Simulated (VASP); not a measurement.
Write the native input for VASP 6.6.1 that does the following.

```
Task                   : single point
Functional             : r2SCAN
Potentials or basis    : VASP PAW PBE potentials, release 64 (Zr_sv, Zn, N)
Cutoff                 : 520 eV
k mesh                 : 10 × 10 × 4
Occupations            : gaussian, width 0.1 eV
Spin                   : no spin polarisation
Further INCAR settings : ALGO = Normal; EDIFF = 1e-06; NBANDS = 31
```

The structure of Zr2ZnN2 lies in POSCAR:

```
Zr2ZnN2                                 
1.0
    3.5941190203      0.0000000000      0.0000000000
   -1.7970595101      3.1125983767      0.0000000000
    0.0000000000      0.0000000000      7.3977160404
  Zr              Zn              N             
     2     1     2
Direct
     0.3333333300000021    0.6666666699999979    0.3237849050659715
     0.6666666699999979    0.3333333300000021    0.6762150949340285
     0.0000000000000000    0.0000000000000000    0.0000000000000000
     0.3333333300000021    0.6666666699999979    0.6224136380289897
     0.6666666699999979    0.3333333300000021    0.3775863619710103
```

The cell was built by a generator and needn't be a form met in nature.

The input as run:

INCAR

```
ALGO = Normal
EDIFF = 1E-6
ENCUT = 520
ISIF = 2
ISMEAR = 0
KPAR = 4
LASPH = True
LCHARG = False
LMIXTAU = True
LREAL = False
LWAVE = False
METAGGA = R2SCAN
NBANDS = 31
NELM = 150
PREC = Accurate
SIGMA = 0.1
```

KPOINTS

```
k-points
0
Gamma
  10 10 4
```

Potentials or basis: VASP PAW PBE potentials, release 64 (Zr_sv, Zn, N).

The run is started by

```sh
$ cat potpaw_PBE.64/Zr_sv/POTCAR potpaw_PBE.64/Zn/POTCAR potpaw_PBE.64/N/POTCAR > POTCAR
$ mpirun -np 4 vasp_std > vasp.out
```

It gave:

| Quantity | Value |
| --- | --- |
| Pressure | -1.3 GPa |
| Largest force | 0.053 eV/Å |
| Band gap on the k mesh | none (metal or under the smearing width) |

Caveat: the PAW data sets were made with another functional, which shifts forces and pressure a little.

Wall time 3.3 min on 4 MPI ranks on Intel(R) Xeon(R) Platinum 8259CL CPU @ 2.50GHz (Skylake/Cascade Lake) (shared host), peak memory 0.29 GiB a rank.
